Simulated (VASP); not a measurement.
Shape and ions are relaxed at each volume.

Here is the system:

```xyz
2
Lattice="1.3691 -2.3714 0.0000 1.3691 2.3714 0.0000 0.0000 0.0000 4.3263" Properties=species:S:1:pos:R:3 pbc="T T T"
Os     1.3691     0.7905     1.0816
Os     1.3691    -0.7905     3.2447
```

Level of theory: r2SCAN meta-GGA, VASP's PBE PAW potentials (set 64) (plane waves; VASP). Settings: 520 eV cut-off, 15×15×9 Γ-centred mesh, first-order Methfessel-Paxton smearing of 0.10 eV, potentials Os.

### Question
Give the energy at these volumes per atom, relative to the lowest: 13.21, 13.63, 14.05, 14.47, 14.89 Å³.

### Answer
77.1, 18.0, 0.0, 16.4, 61.6 meV/atom. A third-order Birch-Murnaghan fit gives B0 = 435 GPa and B0′ = 4.9.

Measured: bulk modulus 425 GPa at 0 K (computed value off by +2.4 %), as given by Vázquez-Parga, Fernández-Martínez, Viñes, J. Chem. Theory Comput. (2023), doi:10.1021/acs.jctc.3c00612, Supporting … [zero-point energy and finite temperature contributions removed].

The compound is Os in the hcp structure. It was relaxed first.
